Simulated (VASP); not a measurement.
Crystal: Ni2SbTe.

```
Te Sb Ni
1.0
     3.96562    0.00000    0.00000
    -1.98281    3.43433    0.00000
     0.00000    0.00000    5.20348
Te Sb Ni
1 1 2
Direct
  0.33333 0.66667 0.00000
  0.66667 0.33333 0.50000
  0.00000 0.00000 0.25318
  0.00000 0.00000 0.74682
```

The cell comes from a database or a generator and needn't be the stable form of this composition.

- Program: VASP 6.6.1
- Task: single point
- Functional: PBE
- Potentials or basis: VASP PAW PBE potentials, release 64 (Te, Sb, Ni)
- Cutoff: 520 eV
- k mesh: 8 × 8 × 5
- Occupations: fermi-dirac, width 0.05 eV
- Spin: collinear spin, ferromagnetic start
- Starting moments: [0.0, 0.0, 1.0, 1.0] μB

On this cell: pressure 2.7 GPa; largest force 0.014 eV/Å; net moment 0.00 μB per cell; band gap on the k mesh none (metal or under the smearing width).

The same run follows on a disturbed copy (atoms moved at random, drawn with an rms of 0.05 Å):

```
Te Sb Ni
1.0
     3.96562    0.00000    0.00000
    -1.98281    3.43433    0.00000
     0.00000    0.00000    5.20348
Te Sb Ni
1 1 2
Cartesian
  0.0217 2.3006 0.0339
  1.9779 1.1539 2.5555
  -0.0108 0.0345 1.2985
  -0.0101 -0.0225 3.8752
```

Q: What changes?

A: The energy (extrapolated to zero smearing) moves by +4.9 meV/atom; pressure 2.8 GPa; largest force 0.408 eV/Å; net moment 0.00 μB per cell; band gap on the k mesh none (metal or under the smearing width).

Forces on the atoms (eV/Å):
```
Te  -0.184 -0.005 -0.365
Sb  -0.005 -0.008  0.362
Ni   0.104 -0.081  0.035
Ni   0.085  0.094 -0.033
```

Stress tensor (GPa, compression positive):
```
3.09 0.20 0.05
0.20 3.19 0.08
0.05 0.08 2.24
```
